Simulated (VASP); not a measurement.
Calculation: PBE GGA, VASP's PBE PAW potentials (set 64) (plane waves; VASP 6.6.1).

A VASP calculation is set up with these files.

INCAR:
```
! general
SYSTEM   =  Ni
PREC     =  Accurate
ENCUT    =  300   ! plane-wave cut-off (eV)
LREAL    =  F   ! projection in real space or not
LASPH    =  T

! electronic loop
EDIFF    =  1E-6
NELM     =  100
ALGO     =  Normal   ! blocked Davidson
LMAXMIX  =  4

! smearing
ISMEAR   =  0
SIGMA    =  0.05   ! width (eV)

! functional
GGA      =  PE   ! PBE

! spin
ISPIN    =  2

! ions
ISIF     =  2

! output
LWAVE    =  F
LCHARG   =  F
LORBIT   =  11   ! lm-projected
```

### POSCAR
```
Ni
2.4818760
  0.0000000000   0.7071066403   0.7071066403
  0.7071066403   0.0000000000   0.7071066403
  0.7071066403   0.7071066403   0.0000000000
Ni
1
Cart
  0.0000000000   0.0000000000   0.0000000000
```

**KPOINTS**
```
kpoints
0
G
 11 11 11
0 0 0
```

POTCAR, in this order: Ni (PBE.64 set). Program: vasp_std. The INCAR's line for the spin-polarised start is left out here.

Q: What will the output report for the number of irreducible k-points (NKPTS), largest plane-wave count, number of space-group operations, FFT grid (NGX, NGY, NGZ)?

A: 
```json
{
  "number of irreducible k-points (NKPTS)": "56",
  "largest_plane_wave_count": "138",
  "number_of_space_group_operations": "48",
  "FFT grid (NGX, NGY, NGZ)": "14 × 14 × 14"
}
```

The structure comes from a computed database's Ni entry; how it stands against other phases isn't given here. The cell was not relaxed at this level.
